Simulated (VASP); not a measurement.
## A VASP 6.6.1 single-point calculation on BaTlBr3

INCAR

```
LASPH = .TRUE.
SIGMA = 0.02
LCHARG = .FALSE.
NBANDS = 30
GGA = PE
LREAL = .FALSE.
ENCUT = 800
IBRION = -1
PREC = Accurate
EDIFF = 1E-7
ISMEAR = -1
ISIF = 2
NELECT = 43.9
LWAVE = .FALSE.
NSW = 0
NELM = 77
```

KPOINTS

```
KPOINTS created by Atomic Simulation Environment
0
Gamma
4 4 4
0 0 0
```

POSCAR

```
Tl Ba Br
 1.0000000000000000
     6.2293863488553747    0.0000000000000000   -0.0000000000000000
    -0.0000000000000000    6.2293863488553747   -0.0000000000000000
    -0.0000000000000000   -0.0000000000000000    6.2293863488553747
 Tl  Ba  Br
   1   1   3
Cartesian
  0.0000000000000000  0.0000000000000000  0.0000000000000000
  3.1146931744276873  3.1146931744276873  3.1146931744276873
  3.1146931744276873  3.1146931744276873 -0.0000000000000000
  3.1146931744276873  0.0000000000000000  3.1146931744276873
 -0.0000000000000000  3.1146931744276873  3.1146931744276873
```

The recommended PBE PAW datasets give the neutral cell 44 valence electrons.

Command

```
mpirun -np 1 vasp_std
```

Task: How does this run end, and what does it give?

Result: It converged. Results: pressure 0.3 GPa.

OSZICAR

```
N       E                     dE             d eps       ncg     rms          rms(c)
DAV:   1     0.351139069103E+03    0.35114E+03   -0.22161E+04   600   0.164E+03
DAV:   2     0.150711590288E+02   -0.33607E+03   -0.32401E+03   864   0.271E+02
DAV:   3    -0.170853782008E+02   -0.32157E+02   -0.31962E+02   744   0.810E+01
DAV:   4    -0.178000536633E+02   -0.71468E+00   -0.71313E+00   872   0.116E+01
DAV:   5    -0.178092466052E+02   -0.91929E-02   -0.91901E-02   768   0.118E+00    0.495E+00
DAV:   6    -0.168898701808E+02    0.91938E+00   -0.10431E+00   692   0.375E+00    0.319E+00
DAV:   7    -0.164641641051E+02    0.42571E+00   -0.11728E+00   710   0.347E+00    0.121E+00
DAV:   8    -0.164173080143E+02    0.46856E-01   -0.17649E-01   712   0.189E+00    0.366E-01
DAV:   9    -0.164126499543E+02    0.46581E-02   -0.36350E-02   758   0.855E-01    0.242E-01
DAV:  10    -0.164138759187E+02   -0.12260E-02   -0.34579E-03   728   0.273E-01    0.893E-02
DAV:  11    -0.164141704714E+02   -0.29455E-03   -0.89037E-04   702   0.140E-01    0.205E-02
DAV:  12    -0.164142005066E+02   -0.30035E-04   -0.89787E-05   768   0.385E-02    0.124E-02
DAV:  13    -0.164142130407E+02   -0.12534E-04   -0.11367E-05   718   0.176E-02    0.361E-03
DAV:  14    -0.164142148259E+02   -0.17851E-05   -0.20891E-06   708   0.770E-03    0.158E-03
DAV:  15    -0.164142148961E+02   -0.70252E-07   -0.92377E-08   598   0.151E-03
   1 F= -.16414215E+02 E0= -.16411992E+02  d E =-.444555E-02
```

The cell is charged and sits in a uniform background.

For comparison, a separate PBE run of the intended cell, on usual settings and not on those above, gives a gap of 2.98 eV on its mesh and a pressure of 0.6 GPa.
